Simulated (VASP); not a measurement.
```xyz
2
Lattice="0.0000 2.4279 2.4279 2.4279 0.0000 2.4279 2.4279 2.4279 0.0000" Properties=species:S:1:pos:R:3 pbc="T T T"
N      0.0000     0.0000     0.0000
Y      2.4279     2.4279     2.4279
```

Calculation: PBEsol GGA, VASP's PBE PAW potentials (set 64) (plane waves; VASP). Run with 520 eV cut-off, 9×9×9 Γ-centred mesh, Gaussian smearing of 0.050 eV, potentials N Y_sv.

Question: Predict the energy per atom (σ→0).

Answer: 
```json
{
  "energy per atom (σ→0)": "-922.9 kJ/mol of atoms"
}
```

The structure comes from a measured YN entry (Fm-3m) of the Crystallography Open Database, whose conditions weren't checked. It was relaxed first. The start is the result of an earlier pass.
